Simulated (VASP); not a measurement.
A convergence study with VASP on InP (zinc blende): one setting is varied, all else stays as given below, so the limit is that of these other settings.

```
CELL_PARAMETERS angstrom
      0.00000     2.93500     2.93500
      2.93500     0.00000     2.93500
      2.93500     2.93500     0.00000
ATOMIC_POSITIONS crystal
  In 0.00000 0.00000 0.00000
  P  0.25000 0.25000 0.25000
```

Level of theory: PBE GGA, VASP's PBE PAW potentials (set 64) (plane waves; VASP 6.6.1). The tightest run used: 550 eV cut-off, 17×17×17 Γ-centred mesh, tetrahedra with Blöchl corrections, potentials In_d P.

Unless said otherwise, spin-orbit coupling is left out, though it shifts the bands of the heavy elements here. Gaps are read on the run's mesh, which can miss a band edge.

The settings run are 3×3×3 mesh; 4×4×4 mesh; 5×5×5 mesh; 6×6×6 mesh; 7×7×7 mesh; 8×8×8 mesh; 9×9×9 mesh; 10×10×10 mesh; 11×11×11 mesh; 12×12×12 mesh; 13×13×13 mesh; 14×14×14 mesh; 15×15×15 mesh; 16×16×16 mesh; 17×17×17 mesh. From which on does the energy per atom stay within 0.005 eV/atom of the tightest run?

From 7×7×7 mesh on: it is off by 0.0026 there and by no more than 0.005 in any finer run, while 6×6×6 mesh is off by 0.0064.
```tsv
setting	E (eV/atom)	pressure (GPa)	gap on the mesh (eV)	irreducible k-points	difference judged (eV/atom)
3×3×3 mesh	-3.9946	3.80	0.651	4	0.1991
4×4×4 mesh	-4.1384	3.14	0.673	8	0.0553
5×5×5 mesh	-4.1759	2.98	0.681	10	0.0178
6×6×6 mesh	-4.1873	2.95	0.685	16	0.0064
7×7×7 mesh	-4.1912	2.94	0.686	20	0.0026
8×8×8 mesh	-4.1926	2.95	0.687	29	0.0011
9×9×9 mesh	-4.1932	2.95	0.687	35	0.0005
10×10×10 mesh	-4.1935	2.95	0.687	47	0.0002
11×11×11 mesh	-4.1936	2.96	0.687	56	0.0001
12×12×12 mesh	-4.1937	2.96	0.687	72	0.0001
13×13×13 mesh	-4.1937	2.96	0.687	84	0.0000
14×14×14 mesh	-4.1937	2.96	0.687	104	0.0000
15×15×15 mesh	-4.1937	2.96	0.688	120	0.0000
16×16×16 mesh	-4.1937	2.96	0.688	145	0.0000
17×17×17 mesh	-4.1937	2.96	0.688	165	0.0000
```

Left out are rungs that failed or repeat a setting and relaxations that didn't move; long series are thinned to 24 rows.

The compound is InP in the zinc blende structure. The cell was not relaxed at this level.
